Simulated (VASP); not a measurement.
## CoSn with PBE: from relaxation to properties

Aim: relax CoSn with PBE, compute its properties on that cell and hold them against experiment. The steps: magnetic start: ferromagnetic, magnetic start: antiferromagnetic within the cell, magnetic start: antiferromagnetic, q = (0, 0, 1/2), magnetic start: antiferromagnetic, q = (1/2, 1/2, 1/2), magnetic start: antiferromagnetic, q = (1/2, 1/2, 0), the orders side by side, full relaxation (PBE), second relaxation, density, ELF and potential (PBE), bands along the symmetry lines (PBE), density of states (PBE), vibrations at Γ (PBE), band structure (PBE + SOC) and a single point (PBE) with a changed input. The start is a computed cell from the Materials Project.

Method: PBE, spin-polarised from a ferromagnetic start; plane waves and PAW (Co, Sn_d), in the first sound run; inputs show where later runs differ, in VASP 6.6.1.

**Measured values to reproduce.**

“Fantastic flat bands and where to find them: The CoSn-type compounds” (2020, arxiv:2005.14119) reports for CoSn, hexagonal B35 CoSn-type, by powder x-ray diffraction (Sn-flux grown crystals, 15 K): lattice constant a 5.26926 ± 6e-05 Å; lattice constant c 4.2431 ± 5e-05 Å.

**1. The structure**

Symmetry: P6/mmm, No. 191, hexagonal system. The conventional cell has a = 5.246 Å, b = 5.246 Å, c = 4.188 Å, α = 90.00°, β = 90.00°, γ = 120.00°. Nearest to Co lie 6 Sn at 2.58 to 2.62 Å and 4 Co at 2.62 Å. Sn has 6 Co at 2.58 Å nearest. Nearest to Sn lie 6 Co at 2.62 Å. Farther neighbours are not listed.

**2. Magnetic start: ferromagnetic**

The properties of a magnet depend on its order, so a few collinear patterns are compared first on the cell as listed, beginning with all moments parallel. PBE, the usual starting point, adds the gradient of the density.

The input, INCAR:

```
SYSTEM = CoSn
PREC = Accurate
ENCUT = 400
EDIFF = 1E-06
NELM = 100
ISMEAR = 1
SIGMA = 0.2
LREAL = .FALSE.
ALGO = Normal
GGA = PE
NBANDS = 49
ISPIN = 2
MAGMOM = 2 2 2 0 0 0
LASPH = .TRUE.
LMAXMIX = 4
LORBIT = 11
LWAVE = .FALSE.
LCHARG = .FALSE.
KPAR = 8
ISIF = 2
```

The input, POSCAR:

```
CoSn
1.0
    5.2460399276      0.0000000000      0.0000000000
   -2.6230199638      4.5432038466      0.0000000000
    0.0000000000      0.0000000000      4.1875903000
Co Sn
3 3
Direct
    0.0000000000      0.5000000000      0.0000000000
    0.5000000000      0.5000000000      0.0000000000
    0.5000000000      0.0000000000      0.0000000000
    0.6666666700      0.3333333300      0.5000000000
    0.3333333300      0.6666666700      0.5000000000
    0.0000000000      0.0000000000      0.0000000000
```

The input, KPOINTS:

```
Automatic mesh
0
Gamma
5 5 6
0 0 0
```

Potentials, in the order of the species: Co and Sn_d (PBE family, release 64).

Run with:

```sh
$ mpirun -np 8 vasp_std
```

What it wrote:

```text
[banner, memory and clock lines left out]
running    8 mpi-ranks, on    1 nodes
 distrk:  each k-point on    1 cores,    8 groups
 distr:  one band on    1 cores,    1 groups

 POSCAR found type information on POSCAR CoSn
 POSCAR found :  2 types and       6 ions
|                                                                             |
|           W    W    AA    RRRRR   N    N  II  N    N   GGGG   !!!           |
|           W    W   A  A   R    R  NN   N  II  NN   N  G    G  !!!           |
|           W    W  A    A  R    R  N N  N  II  N N  N  G       !!!           |
|           W WW W  AAAAAA  RRRRR   N  N N  II  N  N N  G  GGG   !            |
|           WW  WW  A    A  R   R   N   NN  II  N   NN  G    G                |
|           W    W  A    A  R    R  N    N  II  N    N   GGGG   !!!           |
|                                                                             |
|     For optimal performance we recommend to set                             |
|       NCORE = 2 up to number-of-cores-per-socket                            |
|     NCORE specifies how many cores store one orbital (NPAR=cpu/NCORE).      |
|     This setting can greatly improve the performance of VASP for DFT.       |
|     The default, NCORE=1 might be grossly inefficient on modern             |
|     multi-core architectures or massively parallel machines. Do your        |
|     Unfortunately you need to use the default for GW and RPA                |
|     calculations (for HF NCORE is supported but not extensively tested      |
|     yet).                                                                   |
|                                                                             |

 LDA part: xc-table for (Slater+PW92), standard interpolation
 POSCAR, INCAR and KPOINTS ok, starting setup
 FFT: planning ... GRIDC
 FFT: planning ... GRID_SOFT
 FFT: planning ... GRID
 WAVECAR not read
 entering main loop
       N       E                     dE             d eps       ncg     rms          rms(c)
DAV:   1     0.642296201706E+03    0.64230E+03   -0.25842E+04  4080   0.192E+03
DAV:   2     0.668398704265E+02   -0.57546E+03   -0.54963E+03  3921   0.502E+02
DAV:   3    -0.299866337377E+02   -0.96827E+02   -0.93965E+02  4106   0.188E+02
DAV:   4    -0.347306516275E+02   -0.47440E+01   -0.47249E+01  4504   0.483E+01
DAV:   5    -0.348697362285E+02   -0.13908E+00   -0.13906E+00  5526   0.730E+00    0.169E+01
DAV:   6    -0.384542367855E+02   -0.35845E+01   -0.24086E+01  4655   0.504E+01    0.198E+01
DAV:   7    -0.332155514961E+02    0.52387E+01   -0.14828E+01  4661   0.387E+01    0.592E+00
DAV:   8    -0.331745290687E+02    0.41022E-01   -0.14123E+00  4943   0.856E+00    0.251E+00
DAV:   9    -0.331717064306E+02    0.28226E-02   -0.22882E-01  4599   0.435E+00    0.108E+00
DAV:  10    -0.331707264223E+02    0.98001E-03   -0.21199E-02  5131   0.132E+00    0.382E-01
DAV:  11    -0.331703783278E+02    0.34809E-03   -0.47981E-03  4509   0.570E-01    0.146E-01
DAV:  12    -0.331703861304E+02   -0.78026E-05   -0.60218E-04  4715   0.244E-01    0.646E-02
DAV:  13    -0.331704188451E+02   -0.32715E-04   -0.10725E-04  5131   0.850E-02    0.329E-02
DAV:  14    -0.331704333330E+02   -0.14488E-04   -0.27795E-05  4626   0.376E-02    0.140E-02
DAV:  15    -0.331704377145E+02   -0.43816E-05   -0.67892E-06  3972   0.202E-02    0.860E-03
DAV:  16    -0.331704388281E+02   -0.11136E-05   -0.55844E-06  3606   0.140E-02    0.682E-03
DAV:  17    -0.331704395730E+02   -0.74491E-06   -0.21756E-06  2978   0.895E-03
   1 F= -.33170440E+02 E0= -.33174027E+02  d E =0.107629E-01  mag=    -0.0063
```

It took 14 s on 8 MPI ranks of Intel Xeon 6975P-C (Granite Rapids), shared host; peak memory 2.3 GiB; 1.8 min of CPU time.

The logs omit lines about the potential files and the build; timing stands in the text.

Parts of OUTCAR (step 2):

```text
ion  position               nearest neighbor table
   1  0.000  0.500  0.000-   4 2.58   5 2.58   4 2.58   5 2.58   2 2.62   2 2.62   6 2.62   6 2.62
                             3 2.62   3 2.62
   2  0.500  0.500  0.000-   4 2.58   5 2.58   4 2.58   5 2.58   1 2.62   1 2.62   6 2.62   3 2.62
                             3 2.62   6 2.62
   3  0.500  0.000  0.000-   4 2.58   5 2.58   4 2.58   5 2.58   6 2.62   6 2.62   1 2.62   2 2.62
                             2 2.62   1 2.62
   4  0.667  0.333  0.500-   1 2.58   1 2.58   3 2.58   3 2.58   2 2.58   2 2.58   5 3.03   5 3.03
                             5 3.03   6 3.68   6 3.68   6 3.68   6 3.68   6 3.68   6 3.68
   5  0.333  0.667  0.500-   1 2.58   1 2.58   3 2.58   3 2.58   2 2.58   2 2.58   4 3.03   4 3.03
                             4 3.03   6 3.68   6 3.68   6 3.68   6 3.68   6 3.68   6 3.68
   6  0.000  0.000  0.000-   3 2.62   3 2.62   1 2.62   1 2.62   2 2.62   2 2.62   5 3.68   4 3.68
                             5 3.68   4 3.68   4 3.68   5 3.68   5 3.68   4 3.68   5 3.68   5 3.68

  LATTYP: Found a hexagonal cell.
 ALAT       =     5.2460399276
 C/A-ratio  =     0.7982383584

 Subroutine GETGRP returns: Found 24 space group operations
 (whereof 24 operations were pure point group operations)

The static configuration has the point symmetry D_6h.

 Found     20 irreducible k-points:

   k-points           NKPTS =     20   k-points in BZ     NKDIM =     20   number of bands    NBANDS=     49

   dimension x,y,z NGX =    36 NGY =   36 NGZ =   28
   dimension x,y,z NGXF=    72 NGYF=   72 NGZF=   56

   ENCUT  =  400.0 eV  29.40 Ry    5.42 a.u.   8.55  8.55  6.83*2*pi/ulx,y,z

   NELECT =      69.0000    total number of electrons

 k-points in reciprocal lattice and weights: Automatic mesh
   0.00000000  0.00000000  0.00000000       0.007
   0.20000000  0.00000000  0.00000000       0.040
   0.40000000  0.00000000  0.00000000       0.040
   0.20000000  0.20000000  0.00000000       0.040
   0.40000000  0.20000000  0.00000000       0.040
   0.00000000  0.00000000  0.16666667       0.013
   0.20000000  0.00000000  0.16666667       0.080
   0.40000000  0.00000000  0.16666667       0.080
   0.20000000  0.20000000  0.16666667       0.080
[...]
0.20000000  0.20000000  0.50000000       0.040
   0.40000000  0.20000000  0.50000000       0.040

 average (electrostatic) potential at core
       1 -77.8438       2 -77.8438       3 -77.8438       4 -96.6871       5 -96.6871
       6 -96.7973

 E-fermi :  10.1335

 spin component 1
 k-point     1 :       0.0000    0.0000    0.0000
  band No.  band energies     occupation
    ...
     30       9.6942      1.00403
     31       9.7244      1.00688
     32       9.7244      1.00688
     33       9.7564      1.01137
     34       9.7564      1.01137
     35      10.6984     -0.00024
     36      10.8108     -0.00001
     37      11.5707     -0.00000
     38      11.5707     -0.00000
     39      13.1574     -0.00000
    ...

 k-point     2 :       0.2000    0.0000    0.0000
  band No.  band energies     occupation
    ...
     30       9.5857      1.00037
     31       9.6966      1.00421
     32       9.7449      1.00956
     33       9.8334      1.02762
     34      10.0276      0.88607
     35      10.7310     -0.00010
     36      11.2411     -0.00000
     37      11.7870     -0.00000
     38      12.1593     -0.00000
     39      13.4903     -0.00000
    ...

 k-point     3 :       0.4000    0.0000    0.0000
  band No.  band energies     occupation
    ...
     29       8.8912      1.00000
     30       9.3021      1.00000
     31       9.5506      1.00015
     32       9.7413      1.00904
     33       9.7831      1.01634
     34      10.8448     -0.00000
     35      10.8864     -0.00000
     36      11.7274     -0.00000
     37      12.4424     -0.00000
     38      12.9062     -0.00000
    ...

 k-point     4 :       0.2000    0.2000    0.0000
  band No.  band energies     occupation
    ...
     29       8.8197      1.00000
     30       9.4395      1.00001
     31       9.5423      1.00012
     32       9.6622      1.00214
     33       9.8986      1.03505
     34      10.6179     -0.00163
     35      10.8478     -0.00000
     36      11.2467     -0.00000
     37      12.7055     -0.00000
     38      13.2530     -0.00000
    ...

 k-point     5 :       0.4000    0.2000    0.0000
  band No.  band energies     occupation
    ...
     29       9.0499      1.00000
     30       9.2180      1.00000
     31       9.3127      1.00000
     32       9.6231      1.00091
     33       9.9292      1.02724
     34      11.0195     -0.00000
     35      11.5341     -0.00000
     36      11.5452     -0.00000
     37      12.1262     -0.00000
     38      12.2108     -0.00000
    ...

 k-point     6 :       0.0000    0.0000    0.1667
  band No.  band energies     occupation
    ...
     30       9.6800      1.00307
     31       9.7264      1.00711
     32       9.7264      1.00711
     33       9.7328      1.00789
     34       9.7328      1.00789
     35      10.6985     -0.00024
     36      10.7749     -0.00003
     37      11.1912     -0.00000
     38      11.1912     -0.00000
     39      13.0024     -0.00000
    ...

  Total        2.3060380      2.3060380      2.4604615      0.0000000      0.0000000      0.0000000
  in kB       37.0185194     37.0185194     39.4974592      0.0000000      0.0000000      0.0000000
  external PRESSURE =      37.8448327 kB  Pullay stress =       0.0000000 kB

  energy-cutoff  :      400.00
  volume of cell :       99.81
      direct lattice vectors                 reciprocal lattice vectors
     5.246039928  0.000000000  0.000000000     0.190619975  0.110054494  0.000000000
    -2.623019964  4.543203847  0.000000000     0.000000000  0.220108988  0.000000000
     0.000000000  0.000000000  4.187590300     0.000000000  0.000000000  0.238800821

 POSITION                                       TOTAL-FORCE (eV/Angst)
 -----------------------------------------------------------------------------------
     -1.31151      2.27160      0.00000        -0.000000      0.000000      0.000000
      1.31151      2.27160      0.00000        -0.000000      0.000000      0.000000
      2.62302      0.00000      0.00000         0.000000      0.000000      0.000000
      2.62302      1.51440      2.09380        -0.000000      0.000000     -0.000000
     -0.00000      3.02880      2.09380         0.000000      0.000000      0.000000
      0.00000      0.00000      0.00000         0.000000      0.000000      0.000000
 -----------------------------------------------------------------------------------
    total drift:                                0.000000      0.000000      0.000000

  FREE ENERGIE OF THE ION-ELECTRON SYSTEM (eV)
  ---------------------------------------------------
  free  energy   TOTEN  =       -33.1704395730 eV

  energy  without entropy=      -33.1812025007  energy(sigma->0) =      -33.17402722

 total charge
# of ion       s       p       d       tot
------------------------------------------
    1        0.405   0.475   7.481   8.361
    2        0.405   0.475   7.481   8.361
    3        0.405   0.475   7.481   8.361
    4        1.130   1.272  10.075  12.477
    5        1.130   1.272  10.075  12.477
    6        1.161   1.120  10.044  12.325
--------------------------------------------------
tot          4.637   5.087  52.637  62.360

 magnetization (x)
# of ion       s       p       d       tot
------------------------------------------
    1       -0.000  -0.000  -0.003  -0.003
    2       -0.000  -0.000  -0.003  -0.003
    3       -0.000  -0.000  -0.003  -0.003
    4        0.000  -0.000  -0.000   0.000
    5        0.000  -0.000  -0.000   0.000
    6       -0.000   0.000  -0.000   0.000
--------------------------------------------------
tot         -0.000   0.000  -0.009  -0.009

[... 6 further parts left out ...]
```

The k-mesh is coarse for a metal. At this level the cell is under a pressure of 3.8 GPa, so at these settings it is away from equilibrium.

Numbers from this step:

```
SCF cycles                                        : 17
electrons                                         : 69
bands                                             : 49
irreducible k-points                              : 20
symmetry operations                               : 24
free energy (TOTEN)                               : -33.17 eV
energy at zero smearing                           : -33.17 eV
Fermi energy                                      : 10.13 eV
pressure                                          : 3.784 GPa
moment of the cell, from the last line of the log : -0.0063 μB
metallic, judged on the points sampled            : yes
```

Spin moment in the PAW sphere by atom:

| atom | spin moment in the PAW sphere (μB) |
| --- | --- |
| Co1 | -0.0030 |
| Co2 | -0.0030 |
| Co3 | -0.0030 |
| Sn4 | 0.0000 |
| Sn5 | 0.0000 |
| Sn6 | 0.0000 |

The moments fall under 0.1 μB, and the mesh shows no gap.

(Continued in part 2 of 9.)

[Lines on the potential files, build, host, timing and source positions are cut from VASP's logs without a mark.]

[Logs are printed without paths, hosts, clocks, repeated set-up lines and the standing remarks that a program may print on its own settings, such as how far it seeks lower states.]

[Hosts, paths, dates, database ids (printed as entryN), source tags and the programs' standing remarks are cut or masked in the printed files.]

[A measured line is paired with the nearest computed mode of its activity, which favours agreement.]

[In band tables of VASP the shares of atoms and orbitals are scaled to a sum of 1 inside the atoms' spheres.]
